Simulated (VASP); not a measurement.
Here is the system:

```yaml
crystal:
  lattice:
    - [4.06356, 0.00000, 0.00000]
    - [-2.03178, 3.51915, 0.00000]
    - [0.00000, 0.00000, 5.81584]
  atoms:
    - { symbol: Ga, position: [0.33333, 0.66667, 0.25000] }
    - { symbol: Ga, position: [0.66667, 0.33333, 0.75000] }
    - { symbol: P, position: [0.66667, 0.33333, 0.25000] }
    - { symbol: P, position: [0.33333, 0.66667, 0.75000] }
```

All values below come from PBE GGA, VASP's PBE PAW potentials (set 64) (plane waves; VASP 6.6.1). Settings: 400 eV cut-off, Gaussian smearing of 0.050 eV, potentials Ga_d P.

Without a dispersion term in the relaxation, distances and binding between the weakly bound layers, chains or molecules are unreliable, and so is what depends on them.

Problem. Give the energies of bands 13 to 21 at the high-symmetry points, in eV from the Fermi level.

Solution. 
```csv
band,Γ,M,K,A,L,H
13,-5.34,-7.07,-6.50,-2.62,-7.23,-7.34
14,-2.35,-6.02,-6.50,-2.62,-7.23,-7.34
15,-2.35,-3.70,-5.21,-1.73,-3.00,-4.42
16,-1.71,-3.56,-3.29,-1.73,-3.00,-4.42
17,-0.96,-2.06,-2.69,-1.73,-0.87,-0.31
18,-0.96,-1.88,-2.69,-1.73,-0.87,-0.31
19,0.76,-0.20,3.41,-0.12,1.16,2.07
20,0.98,2.32,3.75,-0.12,1.16,2.07
21,2.82,4.50,3.75,3.41,2.33,4.60
```

It has no gap at this level: it comes out as a metal or semimetal.

The structure was generated: GaP was put into the layered h-BN type type (P6_3/mmc), which need not be its known phase. It was relaxed first, which changed the volume by -34 %.
